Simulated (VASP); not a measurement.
Crystal: AgB4.

```xyz
5
Lattice="3.0321 0.0000 0.0000 -1.5161 2.6259 0.0000 0.0000 0.0000 5.6987" Properties=species:S:1:pos:R:3 pbc="T T T"
Ag    0.0000    0.0000    0.0000
B     0.0000    1.7506    3.7894
B     1.5161    0.8753    3.7894
B     0.0000    1.7506    1.9094
B     1.5161    0.8753    1.9094
```

The cell was built by a generator and needn't be a form met in nature.

| Item | Value |
| --- | --- |
| Program | VASP 6.6.1 |
| Task | relaxation of cell and atoms |
| Functional | LDA |
| Potentials or basis | VASP PAW LDA potentials, release 64 (Ag, B) |
| Cutoff | 600 eV |
| k mesh | 10 × 10 × 5 |
| Occupations | gaussian, width 0.05 eV |
| Spin | no spin polarisation |

At the start: pressure -4.4 GPa; volume 9.07 Å³/atom.

Task: Where does the relaxation end?

Result: Over 7 steps the energy falls by 5.7 meV/atom and the volume is 8.82 Å³/atom (-2.8 %); space group P6/mmm (No. 191, to 0.05 Å).

The path:
| step | energy change (eV) | largest force (eV/Å) | pressure (GPa) | volume (Å³) |
| --- | --- | --- | --- | --- |
| 1 | 0.0000 | 0.0849 | -4.36 | 45.37 |
| 2 | -0.0192 | 0.1006 | 2.13 | 43.77 |
| 3 | -0.0206 | 0.1011 | 0.73 | 44.09 |
| 4 | -0.0267 | 0.0815 | 0.37 | 44.07 |
| 5 | -0.0282 | 0.0638 | 0.14 | 44.05 |
| 6 | -0.0282 | 0.0627 | 0.13 | 44.05 |
| 7 | -0.0287 | 0.0100 | -0.02 | 44.10 |

Final structure:
```xyz
5
Lattice="3.0278 0.0000 0.0000 -1.5139 2.6222 0.0000 0.0000 0.0000 5.5541" Properties=species:S:1:pos:R:3 pbc="T T T"
Ag    0.0000    0.0000    0.0000
B     0.0000    1.7481    3.7098
B     1.5139    0.8741    3.7098
B     0.0000    1.7481    1.8443
B     1.5139    0.8741    1.8443
```
